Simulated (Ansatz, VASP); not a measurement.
# CdC2: VASP beside Ansatz, part 2 of 3

Aim: how closely do two programs agree when they are given the same cell, functional and k mesh? The cell is generated by rule, not measured, and may not be a known phase. The cell is taken from a series of runs on this material, whose earlier steps may have relaxed, scaled, displaced or heated it; both programs get it as it stands.

VASP 6.6.1 and Ansatz 0.2.0.

So far: The starting structure; VASP: zone-centre phonons, PBE.

### Step 2. VASP: zone-centre phonons, PBE (continued)

Level of this step: PBE; plane waves and PAW (Cd, C); invented cell (VASP).

From OUTCAR (step 2):

```text
ion  position               nearest neighbor table
   1  0.000  0.217  0.509-   3 2.19   5 2.20   5 2.59   3 2.59
   2  0.500  0.783  0.009-   6 2.19   4 2.20   4 2.59   6 2.59
   3  0.000  0.657  0.845-   5 1.25   1 2.19   1 2.59
   4  0.500  0.120  0.569-   6 1.25   2 2.20   2 2.59
   5  0.000  0.880  0.069-   3 1.25   1 2.20   1 2.59
   6  0.500  0.343  0.345-   4 1.25   2 2.19   2 2.59

  LATTYP: Found a simple orthorhombic cell.
 ALAT       =     3.9643213079
 B/A-ratio  =     1.0000324404
 C/A-ratio  =     1.4933993983

 Subroutine GETGRP returns: Found  4 space group operations
 (whereof  2 operations were pure point group operations)

The static configuration has the point symmetry C_1h.
 The point group associated with its full space group is C_2v.

 Found     48 irreducible k-points:

   k-points           NKPTS =     48   k-points in BZ     NKDIM =     48   number of bands    NBANDS=     26

   dimension x,y,z NGX =    48 NGY =   32 NGZ =   32
   dimension x,y,z NGXF=    96 NGYF=   64 NGZF=   64

   ENCUT  =  600.0 eV  44.10 Ry    6.64 a.u.  11.82  7.92  7.92*2*pi/ulx,y,z

   NELECT =      40.0000    total number of electrons

 k-points in reciprocal lattice and weights: Automatic mesh
   0.00000000  0.00000000  0.00000000       0.007
   0.25000000  0.00000000  0.00000000       0.014
   0.50000000  0.00000000  0.00000000       0.007
   0.00000000  0.16666667  0.00000000       0.014
   0.25000000  0.16666667  0.00000000       0.028
   0.50000000  0.16666667  0.00000000       0.014
   0.00000000  0.33333333  0.00000000       0.014
   0.25000000  0.33333333  0.00000000       0.028
   0.50000000  0.33333333  0.00000000       0.014
[...]
0.25000000  0.50000000  0.50000000       0.014
   0.50000000  0.50000000  0.50000000       0.007

 average (electrostatic) potential at core
       1 -39.6554       2 -39.6554       3 -52.4978       4 -52.4683       5 -52.4683
       6 -52.4978

 Eigenvectors and eigenvalues of the dynamical matrix
 ----------------------------------------------------

   1 f  =   58.033606 THz   364.635899 2PiTHz 1935.792718 cm-1   240.007600 meV
             X         Y         Z           dx          dy          dz
      0.000000  0.861934  2.017966    -0.000000   -0.002831    0.002477
      2.960158  3.102516  0.035805     0.000000   -0.002831   -0.002477
      0.000000  2.603158  3.349462    -0.000000    0.357887    0.350146
      2.960158  0.474526  2.254136    -0.000000   -0.349209    0.356866
      0.000000  3.489924  0.271975     0.000000   -0.349209   -0.356866
      2.960158  1.361292  1.367301    -0.000000    0.357887   -0.350146

   2 f  =   57.898461 THz   363.786756 2PiTHz 1931.284759 cm-1   239.448685 meV
             X         Y         Z           dx          dy          dz
      0.000000  0.861934  2.017966    -0.000000   -0.002805    0.002410
      2.960158  3.102516  0.035805     0.000000    0.002805    0.002410
      0.000000  2.603158  3.349462    -0.000000    0.358028    0.349771
      2.960158  0.474526  2.254136    -0.000000    0.349139   -0.357162
      0.000000  3.489924  0.271975     0.000000   -0.349139   -0.357162
      2.960158  1.361292  1.367301    -0.000000   -0.358028    0.349771

   3 f  =   13.559267 THz    85.195387 2PiTHz  452.288460 cm-1    56.076597 meV
             X         Y         Z           dx          dy          dz
      0.000000  0.861934  2.017966    -0.000000   -0.181922   -0.182560
      2.960158  3.102516  0.035805     0.000000   -0.181922    0.182560
      0.000000  2.603158  3.349462     0.000000    0.440966    0.129962
      2.960158  0.474526  2.254136    -0.000000    0.115290   -0.457103
      0.000000  3.489924  0.271975     0.000000    0.115290    0.457103
      2.960158  1.361292  1.367301    -0.000000    0.440966   -0.129962

   4 f  =   13.509957 THz    84.885565 2PiTHz  450.643666 cm-1    55.872668 meV
             X         Y         Z           dx          dy          dz
      0.000000  0.861934  2.017966     0.000000    0.187808    0.184007
      2.960158  3.102516  0.035805    -0.000000   -0.187808    0.184007
      0.000000  2.603158  3.349462    -0.000000   -0.451158   -0.130780
      2.960158  0.474526  2.254136     0.000000    0.151047   -0.432906
      0.000000  3.489924  0.271975    -0.000000   -0.151047   -0.432906
      2.960158  1.361292  1.367301     0.000000    0.451158   -0.130780

   5 f  =   11.126883 THz    69.912269 2PiTHz  371.152874 cm-1    46.017071 meV
             X         Y         Z           dx          dy          dz
      0.000000  0.861934  2.017966    -0.000000    0.094763    0.094978
      2.960158  3.102516  0.035805     0.000000    0.094763   -0.094978
      0.000000  2.603158  3.349462     0.000000    0.169033   -0.466151
      2.960158  0.474526  2.254136     0.000000   -0.458564   -0.160776
      0.000000  3.489924  0.271975     0.000000   -0.458564    0.160776
      2.960158  1.361292  1.367301    -0.000000    0.169033    0.466151

   6 f  =   10.903143 THz    68.506468 2PiTHz  363.689706 cm-1    45.091756 meV
             X         Y         Z           dx          dy          dz
      0.000000  0.861934  2.017966    -0.000000   -0.088261   -0.085749
      2.960158  3.102516  0.035805     0.000000    0.088261   -0.085749
      0.000000  2.603158  3.349462     0.000000   -0.177444    0.451703
      2.960158  0.474526  2.254136    -0.000000   -0.462707   -0.187717
      0.000000  3.489924  0.271975     0.000000    0.462707   -0.187717
      2.960158  1.361292  1.367301    -0.000000    0.177444    0.451703

   7 f  =    8.629634 THz    54.221588 2PiTHz  287.853599 cm-1    35.689282 meV
             X         Y         Z           dx          dy          dz
      0.000000  0.861934  2.017966     0.096788   -0.000000   -0.000000
      2.960158  3.102516  0.035805    -0.096788    0.000000   -0.000000
      0.000000  2.603158  3.349462    -0.370144   -0.000000    0.000000
      2.960158  0.474526  2.254136     0.594664    0.000000    0.000000
      0.000000  3.489924  0.271975    -0.594664   -0.000000    0.000000
      2.960158  1.361292  1.367301     0.370144    0.000000    0.000000

   8 f  =    7.541460 THz    47.384388 2PiTHz  251.556015 cm-1    31.188957 meV
             X         Y         Z           dx          dy          dz
      0.000000  0.861934  2.017966    -0.014033   -0.000000   -0.000000
      2.960158  3.102516  0.035805    -0.014033   -0.000000   -0.000000
      0.000000  2.603158  3.349462     0.520878   -0.000000    0.000000
      2.960158  0.474526  2.254136    -0.478005    0.000000    0.000000
      0.000000  3.489924  0.271975    -0.478005   -0.000000    0.000000
      2.960158  1.361292  1.367301     0.520878    0.000000    0.000000

   9 f  =    7.444832 THz    46.777260 2PiTHz  248.332869 cm-1    30.789338 meV
             X         Y         Z           dx          dy          dz
      0.000000  0.861934  2.017966     0.028390    0.000000   -0.000000
      2.960158  3.102516  0.035805    -0.028390   -0.000000    0.000000
      0.000000  2.603158  3.349462    -0.597748   -0.000000    0.000000
      2.960158  0.474526  2.254136    -0.376684    0.000000    0.000000
      0.000000  3.489924  0.271975     0.376684   -0.000000    0.000000
      2.960158  1.361292  1.367301     0.597748    0.000000    0.000000

  10 f  =    4.186672 THz    26.305634 2PiTHz  139.652337 cm-1    17.314675 meV
             X         Y         Z           dx          dy          dz
      0.000000  0.861934  2.017966     0.000000   -0.213482    0.098735
      2.960158  3.102516  0.035805    -0.000000   -0.213482   -0.098735
      0.000000  2.603158  3.349462    -0.000000    0.319844   -0.346794
      2.960158  0.474526  2.254136    -0.000000    0.328169    0.338254
      0.000000  3.489924  0.271975    -0.000000    0.328169   -0.338254
      2.960158  1.361292  1.367301     0.000000    0.319844    0.346794

  11 f  =    4.168338 THz    26.190441 2PiTHz  139.040796 cm-1    17.238854 meV
             X         Y         Z           dx          dy          dz
      0.000000  0.861934  2.017966    -0.000000    0.094856   -0.211846
      2.960158  3.102516  0.035805     0.000000   -0.094856   -0.211846
      0.000000  2.603158  3.349462     0.000000   -0.336960    0.332334
      2.960158  0.474526  2.254136     0.000000    0.344196    0.321970
      0.000000  3.489924  0.271975     0.000000   -0.344196    0.321970
      2.960158  1.361292  1.367301    -0.000000    0.336960    0.332334

  12 f  =    1.542429 THz     9.691366 2PiTHz   51.449886 cm-1     6.378970 meV
             X         Y         Z           dx          dy          dz
      0.000000  0.861934  2.017966    -0.000000    0.034946   -0.669241
      2.960158  3.102516  0.035805     0.000000    0.034946    0.669241
      0.000000  2.603158  3.349462    -0.000000   -0.046678   -0.151475
      2.960158  0.474526  2.254136    -0.000000   -0.048295    0.153099
      0.000000  3.489924  0.271975    -0.000000   -0.048295   -0.153099
      2.960158  1.361292  1.367301    -0.000000   -0.046678    0.151475

  13 f  =    1.539657 THz     9.673947 2PiTHz   51.357414 cm-1     6.367505 meV
             X         Y         Z           dx          dy          dz
      0.000000  0.861934  2.017966     0.000000    0.669273   -0.030395
      2.960158  3.102516  0.035805    -0.000000   -0.669273   -0.030395
      0.000000  2.603158  3.349462    -0.000000    0.152460    0.051447
      2.960158  0.474526  2.254136    -0.000000   -0.150726    0.050412
      0.000000  3.489924  0.271975    -0.000000    0.150726    0.050412
      2.960158  1.361292  1.367301    -0.000000   -0.152460    0.051447
    [... 43 further lines ...]
      0.000000  3.489924  0.271975    -0.480244   -0.000000    0.000000
      2.960158  1.361292  1.367301    -0.433007    0.000000    0.000000

 MACROSCOPIC STATIC DIELECTRIC TENSOR IONIC CONTRIBUTION
 ------------------------------------------------------
           0.017248    -0.000000     0.000000
          -0.000000    10.023112     0.000000
           0.000000     0.000000    10.523733
 ------------------------------------------------------

 ELASTIC MODULI CONTR FROM IONIC RELAXATION (kBar)
 Direction    XX          YY          ZZ          XY          YZ          ZX
 --------------------------------------------------------------------------------
 XX          -1.5859     18.7501      9.3425      0.0000     -0.0000      0.0000
 YY          18.7501   -727.3136   -586.1513     -0.0000      0.0000      0.0000
 ZZ           9.3425   -586.1513   -719.4297     -0.0000      0.0000      0.0000
 XY           0.0000     -0.0000     -0.0000    -51.5334      0.0000      0.0000
 YZ          -0.0000      0.0000      0.0000      0.0000   -875.9293     -0.0000
 ZX           0.0000      0.0000      0.0000      0.0000     -0.0000    -49.7319
 --------------------------------------------------------------------------------

 PIEZOELECTRIC TENSOR IONIC CONTR  for field in x, y, z        (C/m^2)
          XX          YY          ZZ          XY          YZ          ZX
  --------------------------------------------------------------------------------
  x     0.00000    -0.00000    -0.00000    -0.00000    -0.00000     0.02756
  y     0.00000    -0.00000     0.00000    -0.00000     1.27315     0.00000
  z     0.06053     0.31203     0.03342     0.00000     0.00000    -0.00000
```

Energies printed during the response cycles are not total energies of the cell. With imaginary modes the cell is no minimum, so the ionic parts of its dielectric, piezoelectric and elastic tensors have no meaning.

(Continued in part 3 of 3.)

[Lines on the potential files, build, host, timing and source positions are cut from VASP's logs without a mark.]

[Logs are printed without paths, hosts, clocks, repeated set-up lines and the standing remarks that a program may print on its own settings, such as how far it seeks lower states.]

[Hosts, paths, dates, database ids (printed as entryN), source tags and the programs' standing remarks are cut or masked in the printed files.]
